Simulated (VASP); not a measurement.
Here is the system:

```xyz
4
Lattice="3.7062 0.0000 0.0000 -1.8531 3.2096 0.0000 0.0000 0.0000 6.0937" Properties=species:S:1:pos:R:3 pbc="T T T"
B      0.0000     0.0000     6.0937
B      0.0000     0.0000     3.0469
Bi     0.0000     2.1397     1.5234
Bi     1.8531     1.0699     4.5703
```

Level of theory: PBEsol GGA, VASP's PBE PAW potentials (set 64) (plane waves; VASP). Run with 520 eV cut-off, Gaussian smearing of 0.050 eV, potentials B Bi_d.

Give the energies of bands 13 to 21 at the high-symmetry points, in eV from the Fermi level.

```csv
band,Γ,M,K,A,L,H
13,-8.40,-7.25,-8.23,-4.80,-7.73,-7.26
14,-0.58,-5.47,-4.56,-4.80,-7.73,-7.26
15,-0.39,-5.21,-4.55,0.16,-1.83,-5.42
16,-0.39,-4.52,-3.51,0.16,-1.83,-5.42
17,0.42,-2.97,-3.51,0.16,-1.65,-0.53
18,1.54,0.99,-3.24,0.16,-1.65,-0.53
19,1.54,1.08,-3.24,1.29,-1.18,1.09
20,1.81,1.74,3.00,1.29,-1.18,1.09
21,1.81,2.13,5.10,3.89,3.12,1.72
```

It has no gap at this level: it comes out as a metal or semimetal.

The structure was generated: BBi was put into the NiAs type type (P6_3/mmc), which need not be its known phase. It was relaxed first, which changed the volume by +19 %.
